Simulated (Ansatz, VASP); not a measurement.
Two plane-wave programs on Li2GeH6

```xyz
9
Lattice="4.6794 0.0000 0.0000 -2.3397 4.0525 0.0000 0.0000 0.0000 3.9218" Properties=species:S:1:pos:R:3 pbc="T T T"
Li    0.0000    2.7017    2.5814
Li    2.3397    1.3508    1.3404
Ge    0.0000    0.0000    0.0000
H     2.3397    2.6619    2.9462
H     1.2043    0.6953    2.9462
H     3.4752    0.6953    2.9462
H     0.0000    1.3906    0.9755
H     1.1355    3.3572    0.9755
H    -1.1355    3.3572    0.9755
```

Alike in both runs: functional PBE; k mesh 12 × 12 × 10; occupations gaussian, width 0.1 eV; no spin polarisation.

Ansatz relaxed the structure, and its values are those at the end. VASP's run is a single point on that final structure, the one shown.

```csv
,VASP,Ansatz
version,VASP 6.6.1,Ansatz 0.2.0
potentials or method,"VASP PAW PBE potentials, release 64 (Li_sv, Ge_d, H)","scalar-relativistic, plane waves, PAW"
plane-wave cutoff (eV),520,420
valence electrons in the cell,26,26
```

Ansatz gave:

```
gap on the k mesh at the Fermi level (eV) : none
rms of the force components (eV/Å)        : 0.002
```

Q: Estimate VASP's values.

A: gap on the k mesh at the Fermi level (eV): none; rms of the force components (eV/Å): 0.004.

A gap of «none» marks a metal or a gap that the smearing closes. With one functional, cell and mesh, what is left measures potentials, basis and numerics.
